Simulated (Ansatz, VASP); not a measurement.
**One calculation of Al3Cl, two programs**

```
Al Cl
1.0
     2.85676    0.00000    0.00000
    -1.42838    2.47403    0.00000
     0.00000    0.00000   20.10138
Al Cl
3 1
Direct
  0.66667 0.33333 0.19899
  0.33333 0.66667 0.31345
  0.00000 0.00000 0.42790
  0.33333 0.16667 0.52777
```

Alike in both runs: functional PBE; k mesh 9 × 9 × 1; occupations gaussian, width 0.1 eV; no spin polarisation.

Ansatz relaxed the structure, and its values are those at the end. VASP's run is a single point on that final structure, the one shown.

```csv
,VASP,Ansatz
version,VASP 6.6.1,Ansatz 0.2.0
potentials or method,"VASP PAW PBE potentials, release 64 (Al, Cl)","scalar-relativistic, plane waves, PAW"
plane-wave cutoff (eV),520,420
valence electrons in the cell,16,16
```

```csv
,VASP,Ansatz,Ansatz less VASP
gap on the k mesh at the Fermi level (eV),none,none,-
rms of the force components (eV/Å),0.092,0.092,-0.0005
```

A gap of «none» marks a metal or a gap that the smearing closes.
